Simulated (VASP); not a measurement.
These are revPBE GGA, VASP's PBE PAW potentials (set 64) (plane waves; VASP 6.6.1) values and carry that method's errors.

VASP ran on this input.

File POSCAR:
```
C
1
    0.0000000000     1.7930155025     1.7930155025
    1.7930155025     0.0000000000     1.7930155025
    1.7930155025     1.7930155025    -0.0000000000
C
2
Direct
  0.0000000000   0.0000000000   0.0000000000
  0.2500000000   0.2500000000   0.2500000000
```

### INCAR
```
ALGO=Normal
EDIFF=1E-7
ENCUT=520
GGA=RE
ICHARG=11
ISMEAR=0
LASPH=.TRUE.
LCHARG=.FALSE.
LORBIT=11
LREAL=.FALSE.
LWAVE=.FALSE.
NELM=100
PREC=Accurate
SIGMA=0.05
SYSTEM=C
```

**KPOINTS**
```
k-points along high-symmetry lines
15
Line-mode
Reciprocal
  0.000000   0.000000   0.000000 ! GAMMA
  0.500000   0.000000   0.500000 ! X

  0.500000   0.000000   0.500000 ! X
  0.625000   0.250000   0.625000 ! U

  0.375000   0.375000   0.750000 ! K
  0.000000   0.000000   0.000000 ! GAMMA

  0.000000   0.000000   0.000000 ! GAMMA
  0.500000   0.500000   0.500000 ! L

  0.500000   0.500000   0.500000 ! L
  0.500000   0.250000   0.750000 ! W

  0.500000   0.250000   0.750000 ! W
  0.500000   0.000000   0.500000 ! X
```

POTCAR, in this order: C (PBE.64 set). Program: vasp_std. Read from the step before: CHGCAR.

The run wrote:

**OSZICAR**
```
       N       E                     dE             d eps       ncg     rms          rms(c)
DAV:   1     0.370435268649E+01    0.37044E+01   -0.50812E+03  1496   0.978E+02
DAV:   2    -0.146745175328E+02   -0.18379E+02   -0.16072E+02  2312   0.103E+02
DAV:   3    -0.147859227051E+02   -0.11141E+00   -0.11141E+00  1600   0.110E+01
DAV:   4    -0.147860461668E+02   -0.12346E-03   -0.12346E-03  2024   0.378E-01
DAV:   5    -0.147860462803E+02   -0.11348E-06   -0.11348E-06  1560   0.713E-03
DAV:   6    -0.147860462806E+02   -0.29451E-09   -0.29451E-09  2016   0.298E-04
   1 F= -.14786046E+02 E0= -.14786046E+02  d E =-.966673E-20
```

### OUTCAR
```
 val. band max:        9.5900544880   @ k =   0.0000   0.0000   0.0000

 cond. band min:      13.6765537316   @ k =   0.3571   0.0000   0.3571



 k-point     1 :       0.0000    0.0000    0.0000
  band No.  band energies     occupation
      1     -11.7325      2.00000
      2       9.5901      2.00000
      3       9.5901      2.00000
      4       9.5901      2.00000
      5      15.1380      0.00000
      6      15.1380      0.00000
      7      15.1380      0.00000
      8      22.5073      0.00000

 k-point     2 :       0.0357    0.0000    0.0357
  band No.  band energies     occupation
      1     -11.6859      2.00000
      2       9.3974      2.00000
      3       9.3974      2.00000
      4       9.4719      2.00000
      5      15.0999      0.00000
      6      15.3709      0.00000
      7      15.3709      0.00000
      8      22.5496      0.00000

 k-point     3 :       0.0714    0.0000    0.0714
  band No.  band energies     occupation
      1     -11.5460      2.00000
      2       8.9007      2.00000
      3       8.9007      2.00000
      4       9.1281      2.00000
      5      14.9909      0.00000
      6      15.9881      0.00000
      7      15.9881      0.00000
      8      22.6378      0.00000

 k-point     4 :       0.1071    0.0000    0.1071
  band No.  band energies     occupation
      1     -11.3133      2.00000
      2       8.2440      2.00000
      3       8.2440      2.00000
      4       8.5859      2.00000
      5      14.8248      0.00000
      6      16.8434      0.00000
      7      16.8434      0.00000
      8      22.6537      0.00000

 k-point     5 :       0.1429    0.0000    0.1429
  band No.  band energies     occupation
      1     -10.9884      2.00000
      2       7.5311      2.00000
      3       7.5311      2.00000
      4       7.8789      2.00000
      5      14.6209      0.00000
      6      17.8306      0.00000
      7      17.8306      0.00000
      8      22.4159      0.00000
...
```

The density is held fixed in this step, so its total energy and stress have no physical meaning.

The compound is C in the diamond structure. It was relaxed first.
